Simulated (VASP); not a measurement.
These are vdW-DF-cx, VASP's PBE PAW potentials (set 64) (plane waves; VASP) values and carry that method's errors.

VASP ran on this input.

INCAR:
```
# general
SYSTEM  =Ta
PREC    =Accurate
ENCUT   =520
LREAL   =.FALSE.   # projection in real space or not
LASPH   =.TRUE.   # aspherical one-centre terms

# electronic loop
EDIFF   =1E-7
NELM    =100
ALGO    =Normal   # blocked Davidson
LMAXMIX =6   # l cut-off of mixed one-centre charges

# smearing
ISMEAR  =1   # Methfessel-Paxton
SIGMA   =0.1   # width (eV)

# functional
GGA     =CX
LUSE_VDW=.TRUE.
AGGAC   =0.0

# ions
ISIF    =2   # forces and stress, cell fixed

# output
LWAVE   =.FALSE.
LCHARG  =.FALSE.
```

KPOINTS:
```
Automatic mesh
0
Gamma
16 16 16
0 0 0
```

**POSCAR**
```
Ta
2.8197750
 -0.5773502187   0.5773502187   0.5773502187
  0.5773502187  -0.5773502187   0.5773502187
  0.5773502187   0.5773502187  -0.5773502187
Ta
1
Direct
  0.0000000000   0.0000000000   0.0000000000
```

POTCAR, in this order: Ta_pv (PBE.64 set). Program: vasp_std.

The resulting files:

OUTCAR:
```
 ion  position               nearest neighbor table
   1  0.000  0.000  0.000-
  LATTYP: Found a body centered cubic cell.
 ALAT       =     3.2559954256
 Subroutine PRICEL returns:
 Original cell was already a primitive cell.
 Subroutine GETGRP returns: Found 48 space group operations
The static configuration has the point symmetry O_h .
The dynamic configuration has the point symmetry O_h .
 Subroutine INISYM returns: Found 48 space group operations
 Subroutine IBZKPT returns following result:
 Found    145 irreducible k-points:

 Following reciprocal coordinates:
            Coordinates               Weight
  0.000000  0.000000  0.000000      1.000000
  0.062500  0.000000  0.000000     12.000000
  0.125000  0.000000  0.000000     12.000000
  0.187500  0.000000  0.000000     12.000000
  0.250000  0.000000  0.000000     12.000000
  0.312500  0.000000  0.000000     12.000000
  0.375000  0.000000  0.000000     12.000000
  0.437500  0.000000  0.000000     12.000000
  0.500000  0.000000  0.000000      6.000000
  0.062500  0.062500  0.000000     24.000000
  0.125000  0.062500  0.000000     48.000000
  0.187500  0.062500  0.000000     48.000000
  0.250000  0.062500 -0.000000     48.000000
  0.312500  0.062500  0.000000     48.000000
  0.375000  0.062500  0.000000     48.000000
  0.437500  0.062500  0.000000     48.000000
  0.125000  0.125000  0.000000     24.000000
  0.187500  0.125000 -0.000000     48.000000
  0.250000  0.125000  0.000000     48.000000
  0.312500  0.125000  0.000000     48.000000
  0.375000  0.125000  0.000000     48.000000
  0.437500  0.125000 -0.000000     24.000000
  0.187500  0.187500  0.000000     24.000000
  0.250000  0.187500  0.000000     48.000000
  0.312500  0.187500  0.000000     48.000000
  0.375000  0.187500 -0.000000     48.000000
  0.250000  0.250000  0.000000     24.000000
  0.312500  0.250000  0.000000     48.000000
  0.375000  0.250000 -0.000000     24.000000
  0.312500  0.312500  0.000000     24.000000
  0.062500  0.062500  0.062500      8.000000
  0.125000  0.062500  0.062500     24.000000
  0.187500  0.062500  0.062500     24.000000
  0.250000  0.062500  0.062500     24.000000
  0.312500  0.062500  0.062500     24.000000
  0.375000  0.062500  0.062500     24.000000
  0.437500  0.062500  0.062500     12.000000
 -0.062500  0.062500  0.062500      6.000000
  0.125000  0.125000  0.062500     24.000000
  0.187500  0.125000  0.062500     48.000000
   k-points           NKPTS =    145   k-points in BZ     NKDIM =    145   number of bands    NBANDS=      9
   number of dos      NEDOS =    301   number of ions     NIONS =      1
   total plane-waves  NPLWV =  13824
   dimension x,y,z NGX =    24 NGY =   24 NGZ =   24
   dimension x,y,z NGXF=    48 NGYF=   48 NGZF=   48
   ions per type =               1
   PREC   = accura    normal or accurate (medium, high low for compatibility)
   ISTART =      0    job   : 0-new  1-cont  2-samecut
   ICHARG =      2    charge: 1-file 2-atom 10-const
   ISPIN  =      1    spin polarized calculation?
   LNONCOLLINEAR =      F non collinear calculations
   LSORBIT =      F    spin-orbit coupling
   INIWAV =      1    electr: 0-lowe 1-rand  2-diag
   ENCUT  =  520.0 eV  38.22 Ry    6.18 a.u.   5.24  5.24  5.24*2*pi/ulx,y,z
   NELM   =    100;   NELMIN=  2; NELMDL= -5     # of ELM steps
   EDIFF  = 0.1E-06   stopping-criterion for ELM
   LREAL  =      F    real-space projection
   NLSPLINE    = F    spline interpolate recip. space projectors
   LMAXMIX     =    6 max onsite mixed and CHGCAR
   VOSKOWN=      0    Vosko Wilk Nusair interpolation
...
```

### OSZICAR
```
       N       E                     dE             d eps       ncg     rms          rms(c)
DAV:   1     0.483491120561E+02    0.48349E+02   -0.66463E+03  2618   0.117E+03
DAV:   2    -0.931568005049E+01   -0.57665E+02   -0.56762E+02  3340   0.248E+02
DAV:   3    -0.100135283609E+02   -0.69785E+00   -0.69019E+00  3015   0.269E+01
DAV:   4    -0.100180276358E+02   -0.44993E-02   -0.44784E-02  2975   0.179E+00
DAV:   5    -0.100180519443E+02   -0.24309E-04   -0.24308E-04  2915   0.120E-01    0.147E+01
DAV:   6    -0.968228138779E+01    0.33577E+00   -0.35761E-01  2712   0.735E+00    0.725E+00
DAV:   7    -0.957783342451E+01    0.10445E+00   -0.30202E-01  2725   0.642E+00    0.391E-01
DAV:   8    -0.957647935692E+01    0.13541E-02   -0.43466E-03  2813   0.874E-01    0.108E-01
DAV:   9    -0.957645449474E+01    0.24862E-04   -0.11580E-04  2796   0.135E-01    0.312E-02
DAV:  10    -0.957645165048E+01    0.28443E-05   -0.61619E-06  2978   0.354E-02    0.441E-03
DAV:  11    -0.957645156659E+01    0.83883E-07   -0.18145E-07  2511   0.600E-03
   1 F= -.95764516E+01 E0= -.95761590E+01  d E =-.877587E-03
```

### OUTCAR
```
------------------------ aborting loop because EDIFF is reached ----------------------------------------
  FORCE on cell =-STRESS in cart. coord.  units (eV):
  Direction    XX          YY          ZZ          XY          YZ          ZX
  --------------------------------------------------------------------------------------
  Total        0.6853320      0.6853320      0.6853320      0.0000000      0.0000000     -0.0000000
  in kB       63.6194930     63.6194930     63.6194930      0.0000000      0.0000000     -0.0000000
  external PRESSURE =      63.6194930 kB  Pullay stress =       0.0000000 kB
  volume of cell :       17.26
      direct lattice vectors                 reciprocal lattice vectors
    -1.627997713  1.627997713  1.627997713     0.000000000  0.307125739  0.307125739
     1.627997713 -1.627997713  1.627997713     0.307125739  0.000000000  0.307125739
     1.627997713  1.627997713 -1.627997713     0.307125739  0.307125739  0.000000000
 POSITION                                       TOTAL-FORCE (eV/Angst)
 -----------------------------------------------------------------------------------
      0.00000      0.00000      0.00000         0.000000      0.000000     -0.000000
 -----------------------------------------------------------------------------------
    total drift:                               -0.000000      0.000000      0.000000
  FREE ENERGIE OF THE ION-ELECTRON SYSTEM (eV)
  ---------------------------------------------------
  free  energy   TOTEN  =        -9.5764515666 eV

  energy  without entropy=       -9.5755739800  energy(sigma->0) =       -9.57615904
```
(Selected blocks of OUTCAR.)

The compound is Ta in the bcc structure. This cell is one point of a volume scan, at 0.97 of the reference volume.
